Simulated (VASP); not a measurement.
```xyz
2
Lattice="4.1312 -2.2828 -0.0163 4.1312 2.2828 -0.0163 2.8845 0.0000 3.7360" Properties=species:S:1:pos:R:3 pbc="T T T"
Bi     2.6295     0.0000     0.8736
Bi     8.5175     0.0000     2.8299
```

Level of theory: PBE GGA with D3 dispersion (zero damping), VASP's PBE PAW potentials (set 64) (plane waves; VASP 6.6.1). Numerical set-up: 520 eV cut-off, Gaussian smearing of 0.050 eV, potentials Bi_d.

Unless said otherwise, spin-orbit coupling is left out, though it shifts the bands of the heavy elements here.

### Question
Predict the band gap (along the path) with the smallest direct gap where there is one.

### Answer

| Quantity | Value |
|---|---|
| band gap (along the path) | none (metal, semimetal or under 0.01 eV) |

The compound is Bi in the a7 structure. It was relaxed first.
